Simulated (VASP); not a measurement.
**SiMo₂ (relaxed from the Co2Si structure, space group Pnma): computed properties**

Method: r2SCAN meta-GGA, VASP's PBE PAW potentials (set 64) (plane waves; VASP 6.6.1).

- space group: Pnma (62)
- cell: a = 5.2887 Å, b = 4.1853 Å, c = 7.9289 Å, α = β = γ = 90.00°
- volume per atom: 14.63 Å^3/atom
- band gap (over mesh and band path): none (metal, semimetal or under 0.01 eV)
- density: 8.33 g/cm³

```
Mo2Si
1.0
    5.28866     0.00000     0.00000
    0.00000     4.18528     0.00000
    0.00000     0.00000     7.92889
Mo Si
8 4
Direct
  0.57805   0.25000   0.77922
  0.07805   0.25000   0.72078
  0.42195   0.75000   0.22078
  0.92195   0.75000   0.27922
  0.19781   0.25000   0.06255
  0.69781   0.25000   0.43745
  0.80219   0.75000   0.93745
  0.30219   0.75000   0.56255
  0.70326   0.25000   0.11096
  0.20326   0.25000   0.38904
  0.29674   0.75000   0.88904
  0.79674   0.75000   0.61096
```

The structure was generated: SiMo2 was put into the Co2Si type (Pnma), which need not be its known phase. It was relaxed first. Symmetry was kept, so distortions that lower it aren't found.
